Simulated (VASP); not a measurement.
OSZICAR of a VASP run on Ga$_{4}$AsSb$_{3}$ (ordered alloy cell):

**OSZICAR**
```
       N       E                     dE             d eps       ncg     rms          rms(c)
DAV:   1     0.525632872083E+03    0.52563E+03   -0.28193E+04  2881   0.185E+03
DAV:   2     0.432288522796E+02   -0.48240E+03   -0.47253E+03  3134   0.468E+02
DAV:   3    -0.296920072480E+02   -0.72921E+02   -0.71170E+02  3308   0.148E+02
DAV:   4    -0.337093853629E+02   -0.40174E+01   -0.39855E+01  3396   0.368E+01
DAV:   5    -0.338296679700E+02   -0.12028E+00   -0.11994E+00  3669   0.610E+00    0.635E+00
DAV:   6    -0.334413057472E+02    0.38836E+00   -0.64265E-01  3788   0.947E+00    0.374E+00
DAV:   7    -0.333345599520E+02    0.10675E+00   -0.39726E-01  3299   0.396E+00    0.727E-01
DAV:   8    -0.333335874214E+02    0.97253E-03   -0.79746E-02  3633   0.279E+00    0.173E-01
DAV:   9    -0.333346976297E+02   -0.11102E-02   -0.91418E-03  3726   0.829E-01    0.884E-02
DAV:  10    -0.333348690367E+02   -0.17141E-03   -0.71700E-04  3365   0.224E-01    0.500E-02
DAV:  11    -0.333349926894E+02   -0.12365E-03   -0.26463E-04  3627   0.866E-02    0.986E-03
DAV:  12    -0.333349928940E+02   -0.20464E-06   -0.32079E-05  3425   0.332E-02    0.779E-03
DAV:  13    -0.333349945502E+02   -0.16562E-05   -0.63564E-06  2659   0.147E-02    0.315E-03
DAV:  14    -0.333349951339E+02   -0.58364E-06   -0.14424E-06  2248   0.713E-03
   1 F= -.33334995E+02 E0= -.33334950E+02  d E =-.333350E+02
       N       E                     dE             d eps       ncg     rms          rms(c)
DAV:   1    -0.333390360953E+02   -0.40415E-02   -0.12805E-01  3202   0.196E+00    0.358E-01
DAV:   2    -0.333371363453E+02    0.18998E-02   -0.73268E-03  3252   0.802E-01    0.213E-01
DAV:   3    -0.333358988570E+02    0.12375E-02   -0.26145E-03  3812   0.371E-01    0.222E-02
DAV:   4    -0.333359620977E+02   -0.63241E-04   -0.71459E-04  3095   0.203E-01    0.137E-02
DAV:   5    -0.333359578690E+02    0.42287E-05   -0.28595E-05  4051   0.326E-02    0.663E-03
DAV:   6    -0.333359576818E+02    0.18727E-06   -0.45084E-06  2521   0.167E-02
   2 F= -.33335958E+02 E0= -.33335890E+02  d E =-.962548E-03
       N       E                     dE             d eps       ncg     rms          rms(c)
DAV:   1    -0.333361323453E+02   -0.17448E-03   -0.59435E-03  3187   0.424E-01    0.772E-02
DAV:   2    -0.333360438266E+02    0.88519E-04   -0.34116E-04  3256   0.182E-01    0.460E-02
DAV:   3    -0.333359865343E+02    0.57292E-04   -0.12470E-04  3989   0.864E-02    0.484E-03
DAV:   4    -0.333359897893E+02   -0.32551E-05   -0.36183E-05  3082   0.459E-02    0.307E-03
DAV:   5    -0.333359895322E+02    0.25714E-06   -0.10653E-06  1892   0.784E-03
   3 F= -.33335990E+02 E0= -.33335919E+02  d E =-.994398E-03
       N       E                     dE             d eps       ncg     rms          rms(c)
DAV:   1    -0.333374648770E+02   -0.14751E-02   -0.63290E-02  3356   0.136E+00    0.242E-01
DAV:   2    -0.333368236245E+02    0.64125E-03   -0.30171E-03  3614   0.497E-01    0.141E-01
DAV:   3    -0.333363940611E+02    0.42956E-03   -0.54105E-04  4149   0.194E-01    0.143E-02
DAV:   4    -0.333364027575E+02   -0.86964E-05   -0.12177E-04  3023   0.821E-02    0.599E-03
DAV:   5    -0.333364022694E+02    0.48810E-06   -0.56290E-06  3468   0.189E-02
   4 F= -.33336402E+02 E0= -.33336339E+02  d E =-.412737E-03
```

Problem. Which electronic solver shows in the log?

Solution. It is blocked Davidson (ALGO = Normal, or the opening steps of other solvers). The INCAR had ALGO = Normal.

Problem. Can the final energy be trusted as converged?

Solution. Self-consistency was reached. It stopped with EDIFF = 1E-6, NELM = 100, NSW = 60 and EDIFFG = -0.02 after 4 ionic steps (PBEsol GGA, plane waves, VASP's PBE PAW potentials (set 64)).

The structure was generated: Ga4AsSb3 was put into an ordered model structure (Amm2), which need not be its known phase. This run relaxes it. Symmetry was kept, so distortions that lower it aren't found. The start is the result of an earlier pass.
